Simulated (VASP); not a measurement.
# A VASP study of KMgF3 (MS2): structure first, properties next, part 2 of 2

What structure does KMgF3 take at this level, and what are its properties? Left out of this account: 1 further run (core levels: core levels are not valid at this level). The start is a cell from a database of measured crystal structures.

VASP 6.6.1; MS2; plane waves and PAW (K_sv, Mg, F).

So far, gap on the k-mesh (eV): step 2 (full relaxation (MS2)) 7.83; step 5 (total and projected DOS (MS2)) 7.83; step 7 (volume scan with MS2) 8.35; step 8 (volume scan with MS2 (run 2)) 8.17.

**12. Volume scan with MS2 (run 6)**

The input, INCAR:

```
SYSTEM = KMgF3
PREC = Accurate
ENCUT = 520
EDIFF = 1E-06
NELM = 100
ISMEAR = 0
SIGMA = 0.05
LREAL = .FALSE.
ALGO = Normal
METAGGA = MS2
LASPH = .TRUE.
NBANDS = 22
LORBIT = 11
LWAVE = .FALSE.
LCHARG = .FALSE.
KPAR = 2
ISIF = 2
```

The input, POSCAR:

```
KMgF3
1.0
    4.0355530533      0.0000000000      0.0000000000
    0.0000000000      4.0355530533      0.0000000000
    0.0000000000      0.0000000000      4.0355530533
K Mg F
1 1 3
Direct
    0.5000000000      0.5000000000      0.5000000000
    0.0000000000      0.0000000000      0.0000000000
    0.0000000000      0.0000000000      0.5000000000
    0.0000000000      0.5000000000      0.0000000000
    0.5000000000      0.0000000000      0.0000000000
```

The input, KPOINTS:

```
Automatic mesh
0
Gamma
6 6 6
0 0 0
```

The projector-augmented-wave data sets are K_sv, Mg and F (PBE family, release 64).

On the command line:

```
$ mpirun -np 2 vasp_std
```

It took 27 s on 2 MPI ranks of AMD EPYC 9R45, shared host; peak memory 0.31 GiB.

The pressure falls from -1.48 to -2.79 GPa.

The run ends at a pressure of -2.79 GPa.

**13. Volume scan with MS2 (run 7)**

A prediction first. A parabola through the 6 pressures of evenly scaled cells so far, P = -0.03 -77.4 t +183 t² GPa with t = ln(V/V₁) and V₁ the volume at scale 1, gives -3.91 GPa at t = +0.0583.

INCAR is that of step 12.

POSCAR, as its differences from that of step 12:

```diff
@@ -2,5 +2,5 @@
 1.0
-    4.0355530533      0.0000000000      0.0000000000
-    0.0000000000      4.0355530533      0.0000000000
-    0.0000000000      0.0000000000      4.0355530533
+    4.0612579059      0.0000000000      0.0000000000
+    0.0000000000      4.0612579059      0.0000000000
+    0.0000000000      0.0000000000      4.0612579059
 K Mg F
```

KPOINTS is that of step 12.

On the command line:

```
$ mpirun -np 2 vasp_std
```

The job ended after 27 s (2 MPI ranks; peak memory 0.32 GiB).

The pressure falls from -2.79 to -3.95 GPa. The parabola predicted -3.91 GPa, +0.04 GPa off.

**14. The series together**

Times are for 2 MPI ranks of AMD EPYC 9R45, shared host. The runs compared:

```tsv
no.	volume scale	energy above the lowest point (meV/atom)	pressure (GPa)	gap on the k-mesh (eV)	time	memory (GiB)
1	0.94	13.58	5.465	8.351	27 s	0.31
2	0.96	6.16	3.427	8.171	27 s	0.3
3	0.98	1.72	1.607	7.999	27 s	0.31
4	1	0	-0.02195	7.834	27 s	0.31
5	1.02	0.78	-1.481	7.677	27 s	0.31
6	1.04	3.71	-2.785	7.526	27 s	0.31
7	1.06	8.63	-3.955	7.380	27 s	0.32
```

**15. Fit for MS2**

This step: Birch-Murnaghan fit, MS2; plane waves and PAW (VASP 6.6.1).

No new run; the numbers come from the runs before.

This step gave:

```yaml
pressure_derivative_of_the_bulk_modulus: 4.298
r_m_s_error_of_the_fit: 1.23e-5 eV/atom
minimum_inside_the_sampled_range: yes
bulk_modulus: 76.25 GPa
equilibrium_volume_of_the_fit: 12.68 Å³/atom
```

Table of energy above the fitted minimum by volume:

```tsv
volume (Å³/atom)	energy above the fitted minimum (eV/atom)
11.880	0.0136
12.133	0.00618
12.386	0.00174
12.639	1.9e-5
12.892	8.0e-4
13.144	0.00373
13.397	0.00865
```

The fitted volume lies +0.36 % from the relaxed one, and the bulk modulus +1 % from that of the elastic tensor. At a finite cutoff and mesh the minimum of the energy and the zero of the stress don't quite coincide, and the relaxation stops at a threshold.

**16. Bands along the symmetry lines (MS2), changed input**

This step: MS2; plane waves and PAW (K_sv, Mg, F) (VASP 6.6.1).

The mesh alone shows little of the dispersion and can miss band extrema, so KPOINTS_OPT adds a path through the symmetry points after the self-consistent cycle. Some settings are moved from the usual, to see what they do.

The input, INCAR:

```
SYSTEM = KMgF3
PREC = Accurate
ENCUT = 800
EDIFF = 1E-06
NELM = 100
ISMEAR = 0
SIGMA = 0.05
LREAL = .FALSE.
ALGO = Normal
METAGGA = MS2
LASPH = .TRUE.
NBANDS = 31
LORBIT = 11
LWAVE = .FALSE.
LCHARG = .FALSE.
KPAR = 2
NELECT = 33
```

POSCAR, as its differences from that of step 13:

```diff
@@ -2,5 +2,5 @@
 1.0
-    4.0612579059      0.0000000000      0.0000000000
-    0.0000000000      4.0612579059      0.0000000000
-    0.0000000000      0.0000000000      4.0612579059
+    3.9831373406      0.0000000000      0.0000000000
+    0.0000000000      3.9831373406      0.0000000000
+    0.0000000000      0.0000000000      3.9831373406
 K Mg F
```

KPOINTS is that of step 13.

The input, KPOINTS_OPT:

```
Line mode
16
Line-mode
Reciprocal
  0.00000000   0.00000000   0.00000000 GAMMA
  0.00000000   0.50000000   0.00000000 X

  0.00000000   0.50000000   0.00000000 X
  0.50000000   0.50000000   0.00000000 M

  0.50000000   0.50000000   0.00000000 M
  0.00000000   0.00000000   0.00000000 GAMMA

  0.00000000   0.00000000   0.00000000 GAMMA
  0.50000000   0.50000000   0.50000000 R

  0.50000000   0.50000000   0.50000000 R
  0.00000000   0.50000000   0.00000000 X

  0.50000000   0.50000000   0.00000000 M
  0.50000000   0.50000000   0.50000000 R
```

On the command line:

```
$ mpirun -np 2 vasp_std
```

It took 4 min on 2 MPI ranks; peak memory 0.62 GiB; 8 min of CPU time.

The run converged; its settings lie outside those of the reference runs, so its numbers are set aside.

Settings moved from the usual: ENCUT = 800 and NELECT = 33.0.

NELECT differs from the neutral count, so the cell is charged against a uniform background: another system, not a numerical setting.

**17. Outcome**

```
relaxed volume                                             : 12.64 Å³/atom
relaxed conventional cell a, b, c                          : 3.983, 3.983, 3.983 Å
space group after relaxing, within 0.02 Å                  : Pm-3m (No. 221)
band gap                                                   : 7.83 eV, indirect (least direct gap of that run 8.16 eV)
gap among the points of the DOS mesh alone, an upper bound : 7.83 eV
bulk modulus (Hill)                                        : 75.5 GPa
shear modulus (Hill)                                       : 49.9 GPa
Debye temperature from the elastic constants               : 562 K
highest zone-centre mode                                   : 469 cm⁻¹
bulk modulus from the fit                                  : 76.2 GPa
volume from the fit                                        : 12.7 Å³/atom
```

With MS2, KMgF3 relaxes to 12.64 Å³/atom in space group Pm-3m (held by the symmetry of the run), has an indirect gap of 7.83 eV and has a bulk modulus of 76.2 GPa. Against the listed cell the volume lies -0.2 %. Bands along the symmetry lines (MS2): On this path the gap is indirect, 7.83 eV, with the valence top at R and the conduction bottom at Γ. The least direct gap is 8.16 eV. Elastic constants (MS2): The highest mode in this list at Γ, 469.3 cm⁻¹, has its largest share on F (69 % of the kinetic energy). Semilocal functionals usually underestimate gaps. Modes at Γ alone can't show that the crystal is stable at other wave vectors, and the LO-TO splitting is not included. No search among competing phases was made, and a listed structure need not be the one stable at ambient conditions. All values are for a static lattice at zero temperature.

[Lines on the potential files, build, host, timing and source positions are cut from VASP's logs without a mark.]

[Logs are printed without paths, hosts, clocks, repeated set-up lines and the standing remarks that a program may print on its own settings, such as how far it seeks lower states.]

[Hosts, paths, dates, database ids (printed as entryN), source tags and the programs' standing remarks are cut or masked in the printed files.]

[A measured line is paired with the nearest computed mode of its activity, which favours agreement.]
